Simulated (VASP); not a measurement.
Energy against volume of Pd (fcc). Method: r2SCAN meta-GGA, VASP's PBE PAW potentials (set 64) (plane waves; VASP). Run with 520 eV cut-off, 16×16×16 Γ-centred mesh, first-order Methfessel-Paxton smearing of 0.10 eV, potentials Pd.

```
V (Å³/atom)  E (eV/atom)
-----------  -----------
14.544         -22.93929
14.994         -22.94706
15.444         -22.93918
15.894         -22.91852
```

Task: Fit these four points and predict the energy of the run at 14.094 Å³/atom.

Result: A cubic in V^(−2/3), the third-order Birch-Murnaghan form, passes through the four points with V0 = 14.98 Å³/atom and B0 = 186 GPa, and gives -22.9124 eV/atom there. The run gave -22.9125 eV/atom, -0.0 meV/atom from the fit; all five points give B0 = 186 GPa.

The compound is Pd in the fcc structure. It was relaxed first.
